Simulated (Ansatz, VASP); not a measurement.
## One calculation of BC5, two programs

```
B C
1.0
     2.53981    0.00000    0.00000
    -1.26990    2.19954    0.00000
     0.00000    0.00000    6.36502
B C
1 5
Direct
  0.33333 0.66667 0.00703
  0.33333 0.66667 0.25964
  0.66667 0.33333 0.33863
  0.00000 0.00000 0.66443
  0.66667 0.33333 0.58164
  0.00000 0.00000 0.89962
```

Alike in both runs: functional PBE; dispersion D3(BJ); k mesh 9 × 9 × 4; no spin polarisation.

Ansatz relaxed the structure, and its values are those at the end. VASP's run is a single point on that final structure, the one shown.

```csv
,VASP,Ansatz
version,VASP 6.6.1,Ansatz 0.2.0
potentials or method,"VASP PAW PBE potentials, release 64 (B, C)","plane waves, PAW"
plane-wave cutoff (eV),520,550
occupations,"methfessel-paxton of order 1, width 0.1 eV",cold
valence electrons in the cell,23,23
```

```csv
,VASP,Ansatz,Ansatz less VASP
pressure (GPa),0.5,0.0,-0.53
rms of the force components (eV/Å),0.010,0.000,-0.0096
dispersion energy (meV/atom),-193.4,-193.5,-0.03
```

Caveats: pairwise dispersion overbinds metals, which lowers pressure and volume.
